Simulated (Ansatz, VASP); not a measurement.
## AlC18 in VASP and in Ansatz

```
C Al
1.0
     7.39800    0.00000    0.00000
    -3.69900    6.40686    0.00000
     0.00000    0.00000   11.00000
C Al
18 1
Cartesian
  -0.0040 -0.0483 0.9939
  1.2230 0.6669 0.9956
  -1.2370 2.0872 0.9936
  -0.0040 2.7919 0.9938
  -2.4762 4.2193 0.9942
  -1.2443 4.9307 0.9913
  2.4549 -0.0441 0.9934
  3.6950 0.6717 0.9946
  1.2290 2.0872 0.9936
  2.4621 2.7991 0.9938
  -0.0040 4.2145 0.9905
  1.2363 4.9307 0.9916
  4.9351 -0.0441 0.9937
  6.1670 0.6669 0.9957
  3.6950 2.0940 0.9963
  4.9279 2.7991 0.9938
  2.4682 4.2193 0.9944
  3.6950 4.9347 0.9935
  -0.0062 5.6173 3.0831
```

Alike in both runs: functional PBE; k mesh 2 × 2 × 1; occupations fermi-dirac, width 0.02 eV; collinear spin.

Ansatz relaxed the structure, and its values are those at the end. VASP's run is a single point on that final structure, the one shown.

```csv
,VASP,Ansatz
version,VASP 6.6.1,Ansatz 0.2.0
potentials or method,"VASP PAW PBE potentials, release 64 (C, Al)","scalar-relativistic, plane waves, PAW"
plane-wave cutoff (eV),520,420
valence electrons in the cell,75,75
```

Ansatz gave:

```
rms of the force components (eV/Å) : 0.003
net moment per atom (μB)           : 0.00
```

Question: Estimate VASP's values.

Answer: rms of the force components (eV/Å): 0.004; net moment per atom (μB): 0.00.

With one functional, cell and mesh, what is left measures potentials, basis and numerics. Ansatz warned: «filled_band_counts_differ_across_k_points».

Caveats: the k mesh is coarse (spacing up to 0.49 Å⁻¹), so the values aren't converged.
